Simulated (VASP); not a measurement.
Output of a VASP run:

File OUTCAR:
```
 ion  position               nearest neighbor table
   1  0.500  0.500  0.500-   2 2.35   2 2.35   2 2.35   2 2.35   2 2.35   2 2.35   2 2.35   2 2.35
  LATTYP: Found a simple cubic cell.
 ALAT       =     2.7127697866
 Subroutine PRICEL returns:
 Original cell was already a primitive cell.
 Subroutine GETGRP returns: Found 48 space group operations
The static configuration has the point symmetry O_h .
The dynamic configuration has the point symmetry O_h .
 Subroutine INISYM returns: Found 48 space group operations
 Subroutine IBZKPT returns following result:
 Found     84 irreducible k-points:

 Following reciprocal coordinates:
            Coordinates               Weight
  0.000000  0.000000  0.000000      1.000000
  0.076923  0.000000  0.000000      6.000000
  0.153846  0.000000  0.000000      6.000000
  0.230769  0.000000  0.000000      6.000000
  0.307692  0.000000  0.000000      6.000000
  0.384615  0.000000  0.000000      6.000000
  0.461538  0.000000  0.000000      6.000000
  0.076923  0.076923  0.000000     12.000000
  0.153846  0.076923  0.000000     24.000000
  0.230769  0.076923  0.000000     24.000000
  0.307692  0.076923  0.000000     24.000000
  0.384615  0.076923  0.000000     24.000000
  0.461538  0.076923  0.000000     24.000000
  0.153846  0.153846  0.000000     12.000000
  0.230769  0.153846  0.000000     24.000000
  0.307692  0.153846  0.000000     24.000000
  0.384615  0.153846  0.000000     24.000000
  0.461538  0.153846  0.000000     24.000000
  0.230769  0.230769  0.000000     12.000000
  0.307692  0.230769  0.000000     24.000000
  0.384615  0.230769  0.000000     24.000000
  0.461538  0.230769  0.000000     24.000000
  0.307692  0.307692  0.000000     12.000000
  0.384615  0.307692  0.000000     24.000000
  0.461538  0.307692  0.000000     24.000000
  0.384615  0.384615  0.000000     12.000000
  0.461538  0.384615  0.000000     24.000000
  0.461538  0.461538  0.000000     12.000000
  0.076923  0.076923  0.076923      8.000000
  0.153846  0.076923  0.076923     24.000000
  0.230769  0.076923  0.076923     24.000000
  0.307692  0.076923  0.076923     24.000000
  0.384615  0.076923  0.076923     24.000000
  0.461538  0.076923  0.076923     24.000000
  0.153846  0.153846  0.076923     24.000000
  0.230769  0.153846  0.076923     48.000000
  0.307692  0.153846  0.076923     48.000000
  0.384615  0.153846  0.076923     48.000000
  0.461538  0.153846  0.076923     48.000000
  0.230769  0.230769  0.076923     24.000000
   k-points           NKPTS =     84   k-points in BZ     NKDIM =     84   number of bands    NBANDS=     10
   number of dos      NEDOS =    301   number of ions     NIONS =      2
   total plane-waves  NPLWV =   8000
   dimension x,y,z NGX =    20 NGY =   20 NGZ =   20
   dimension x,y,z NGXF=    40 NGYF=   40 NGZF=   40
   ions per type =               1   1
   PREC   = accura    normal or accurate (medium, high low for compatibility)
   ISTART =      0    job   : 0-new  1-cont  2-samecut
   ICHARG =      2    charge: 1-file 2-atom 10-const
   ISPIN  =      1    spin polarized calculation?
   LNONCOLLINEAR =      F non collinear calculations
   LSORBIT =      F    spin-orbit coupling
   INIWAV =      1    electr: 0-lowe 1-rand  2-diag
   ENCUT  =  500.0 eV  36.75 Ry    6.06 a.u.   4.95  4.95  4.95*2*pi/ulx,y,z
   NELM   =    100;   NELMIN=  2; NELMDL= -5     # of ELM steps
   EDIFF  = 0.1E-05   stopping-criterion for ELM
   LREAL  =      F    real-space projection
   NLSPLINE    = F    spline interpolate recip. space projectors
   LMAXMIX     =    4 max onsite mixed and CHGCAR
   VOSKOWN=      0    Vosko Wilk Nusair interpolation
   EDIFFG = -.2E-01   stopping-criterion for IOM
   NSW    =     40    number of steps for IOM
   NBLOCK =      1;   KBLOCK =     40    inner block; outer block
   IBRION =      2    ionic relax: 0-MD 1-quasi-New 2-CG
   NFREE  =      1    steps in history (QN), initial steepest desc. (CG)
...
```

OSZICAR:
```
       N       E                     dE             d eps       ncg     rms          rms(c)
DAV:   1     0.355271826877E+02    0.35527E+02   -0.53197E+03  1704   0.128E+03
DAV:   2    -0.134846950544E+02   -0.49012E+02   -0.46411E+02  1688   0.194E+02
DAV:   3    -0.148079555399E+02   -0.13233E+01   -0.13139E+01  1958   0.419E+01
DAV:   4    -0.148312391500E+02   -0.23284E-01   -0.23274E-01  2006   0.505E+00
DAV:   5    -0.148319663414E+02   -0.72719E-03   -0.72717E-03  1944   0.912E-01    0.147E+01
DAV:   6    -0.165896001025E+02   -0.17576E+01   -0.67148E+01  1848   0.130E+02    0.152E+01
DAV:   7    -0.129178669052E+02    0.36717E+01   -0.28863E+01  1854   0.813E+01    0.216E+00
DAV:   8    -0.128879862572E+02    0.29881E-01   -0.21949E-01  1820   0.459E+00    0.121E+00
DAV:   9    -0.128700705082E+02    0.17916E-01   -0.52824E-02  2034   0.325E+00    0.324E-01
DAV:  10    -0.128696269051E+02    0.44360E-03   -0.14944E-03  2324   0.593E-01    0.189E-01
DAV:  11    -0.128696033380E+02    0.23567E-04   -0.34427E-05  1954   0.580E-02    0.197E-02
DAV:  12    -0.128695970217E+02    0.63163E-05   -0.27288E-05  1898   0.821E-02    0.530E-03
DAV:  13    -0.128695970799E+02   -0.58167E-07   -0.37767E-07   918   0.668E-03
   1 F= -.91315093E+01 E0= -.91313182E+01  d E =-.913151E+01
```

File OUTCAR:
```
------------------------ aborting loop because EDIFF is reached ----------------------------------------
  FORCE on cell =-STRESS in cart. coord.  units (eV):
  Direction    XX          YY          ZZ          XY          YZ          ZX
  --------------------------------------------------------------------------------------
  Total        3.7190596      3.7190596      3.7190596     -0.0000000      0.0000000     -0.0000000
  in kB      298.4728949    298.4728949    298.4728949     -0.0000000      0.0000000     -0.0000000
  external PRESSURE =      -1.5271051 kB  Pullay stress =     300.0000000 kB
  volume of cell :       19.96
      direct lattice vectors                 reciprocal lattice vectors
     2.712769787  0.000000000  0.000000000     0.368626931  0.000000000  0.000000000
     0.000000000  2.712769787  0.000000000     0.000000000  0.368626931  0.000000000
     0.000000000  0.000000000  2.712769787     0.000000000  0.000000000  0.368626931
 POSITION                                       TOTAL-FORCE (eV/Angst)
 -----------------------------------------------------------------------------------
      1.35638      1.35638      1.35638         0.000000      0.000000      0.000000
      0.00000      0.00000      0.00000         0.000000      0.000000      0.000000
 -----------------------------------------------------------------------------------
    total drift:                               -0.000000      0.000000     -0.000000
  FREE ENERGIE OF THE ION-ELECTRON SYSTEM (eV)
  ---------------------------------------------------
  free  energy   TOTEN  =       -12.8695970799 eV

  energy  without entropy=      -12.8690235924  energy(sigma->0) =      -12.86940592
  enthalpy is  TOTEN    =        -9.1315093312 eV   P V=        3.7380877487

 reached required accuracy - stopping structural energy minimisation
```
(Selected blocks of OUTCAR.)

**POSCAR**
```
CoAl
1
    2.7127697866    -0.0000000000     0.0000000000
   -0.0000000000     2.7127697866    -0.0000000000
    0.0000000000     0.0000000000     2.7127697866
Al Co
1 1
Direct
  0.5000000000   0.5000000000   0.5000000000
  0.0000000000   0.0000000000   0.0000000000
```

Problem. Reconstruct the remaining input files.

Solution. One answer among several that fit: the input of the run itself, PBEsol GGA, plane waves, VASP's PBE PAW potentials (set 64).

### INCAR
```
LREAL  =  .FALSE.
SIGMA  =  0.1
ISMEAR  =  1   # Methfessel-Paxton
NELM  =  100   # most electronic steps
EDIFFG  =  -0.02
GGA  =  PS
EDIFF  =  1E-6   # SCF stop (eV)
SYSTEM  =  CoAl
ALGO  =  Normal
NSW  =  40   # most ionic steps
ISIF  =  3
PSTRESS  =  300   # kbar
LMAXMIX  =  4
LCHARG  =  .FALSE.
PREC  =  Accurate
LWAVE  =  .FALSE.
LASPH  =  .TRUE.
ENCUT  =  500
IBRION  =  2   # conjugate gradients
```

KPOINTS:
```
kpoints
0
gamma
  13 13 13
```

POTCAR, in this order: Al Co (PBE.64 set). Program: vasp_std.

The compound is CoAl in the CsCl type structure. It was relaxed first under an external pressure of 30 GPa. The run is not spin-polarised, so no magnetic state was tried.
